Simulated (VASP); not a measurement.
Input:

```yaml
crystal:
  lattice:
    - [0.00000, 2.32000, 2.32000]
    - [2.32000, 0.00000, 2.32000]
    - [2.32000, 2.32000, 0.00000]
  atoms:
    - { symbol: Hf, position: [0.00000, 0.00000, 0.00000] }
    - { symbol: C, position: [0.50000, 0.50000, 0.50000] }
```

The numbers are results of PBE GGA, VASP's PBE PAW potentials (set 64) (plane waves; VASP 6.6.1), not measurements. Settings: 400 eV cut-off, 10×10×10 Γ-centred mesh, Fermi-Dirac smearing of 0.10 eV, potentials Hf_pv C.

**Question.** Give the energies of bands 5 to 10 at the high-symmetry points, in eV from the Fermi level.

**Answer.** 
```tsv
band	Γ	X	U	L	W
5	1.00	-2.59	-3.52	-6.17	-3.01
6	1.00	-1.79	-2.72	-3.01	-2.71
7	1.00	-0.09	-1.65	-3.01	-2.71
8	1.39	-0.09	1.58	5.35	3.69
9	1.39	5.35	5.82	5.35	3.69
10	1.39	6.79	6.21	5.82	6.80
```

It has no gap at this level: it comes out as a metal or semimetal.

The structure is a typed HfC crystal. The cell was not relaxed at this level.
